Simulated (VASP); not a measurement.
Input:

```
Au
1.0
    0.00000     2.04000     2.04000
    2.04000     0.00000     2.04000
    2.04000     2.04000     0.00000
Au
1
Direct
  0.00000   0.00000   0.00000
```

The numbers are results of PW91 GGA, VASP's PBE PAW potentials (set 64) (plane waves; VASP), not measurements. Numerical set-up: 520 eV cut-off, 14×14×14 Γ-centred mesh, first-order Methfessel-Paxton smearing of 0.10 eV, potentials Au.

Energy and stress use the plane-wave basis of the starting cell.

**Question.** The ions, cell shape and volume are relaxed. Which structure does the run end with?

**Answer.** 
```
Au
1.0
    0.00000     2.08246     2.08246
    2.08246     0.00000     2.08246
    2.08246     2.08246     0.00000
Au
1
Direct
  0.00000   0.00000   0.00000
```
Space group Fm-3m (225), at a tolerance of 0.03 Å.

**Question.** How do energy and volume change from the first to the last step?

**Answer.** The energy (σ→0) changes by -32.5 meV/atom and the volume by +6.4 %, in 4 ionic steps.

The compound is Au in the fcc structure. This run relaxes it. Symmetry was kept, so distortions that lower it aren't found.
